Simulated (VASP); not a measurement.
Runs of VASP 6.6.1 on As. It takes space group R-3m (No. 166, trigonal). Conventional cell: a = 3.760 Å, b = 3.760 Å, c = 10.457 Å, α = 90.00°, β = 90.00°, γ = 120.00°. Around As (site symmetry 3m) lie 3 As at 2.52 Å. 

| task | level | potentials or basis | cell | k mesh | cutoff (eV) | gap on the mesh (eV) | pressure (GPa) | relaxed volume (Å³/atom) |
| --- | --- | --- | --- | --- | --- | --- | --- | --- |
| relaxation of cell and atoms | PBEsol | VASP PAW PBE potentials, release 64 (As) | relaxed | 15 × 15 × 15 | 580 | none | 0.0 | 20.90 |
| relaxation of cell and atoms | PBE+D3(BJ) | VASP PAW PBE potentials, release 64 (As) | relaxed | 15 × 15 × 15 | 600 | none | 0.0 | 20.91 |
| relaxation of cell and atoms | PBEsol | VASP PAW PBE potentials, release 64 (As) | relaxed | 15 × 15 × 15 | 600 | none | 0.0 | 20.90 |
| relaxation of cell and atoms | PBEsol | VASP PAW PBE potentials, release 64 (As) | relaxed | 15 × 15 × 15 | 300 | none | 0.0 | 20.89 |
| single point | PBEsol | VASP PAW PBE potentials, release 64 (As) | as given | 15 × 15 × 15 | 520 | none | (a) | - |
| relaxation of cell and atoms | PBEsol | VASP PAW PBE potentials, release 64 (As) | relaxed | 15 × 15 × 15 | 480 | none | 0.0 | 20.89 |
| relaxation of cell and atoms | LDA | VASP PAW LDA potentials, release 64 (As) | relaxed | 15 × 15 × 15 | 600 | none | 0.0 | 20.43 |
| relaxation of cell and atoms | PBEsol | VASP PAW PBE potentials, release 64 (As) | relaxed | 6 × 6 × 6 | 600 | none | 0.0 | 21.10 |

Alike in all rows: no spin polarisation; smearing gaussian 0.1 eV.

Task: Estimate the missing entries.

Result: (a) 0.5.

Caveats: the PAW data sets were made with another functional, which shifts forces and pressure a little (some runs); pairwise dispersion overbinds metals, which lowers pressure and volume (some runs).

A k mesh can miss the band edges, and the runs leave out spin-orbit coupling on As.

A gap of «none» marks a metal or a gap under the smearing width.

Not every run made on this cell is shown here.
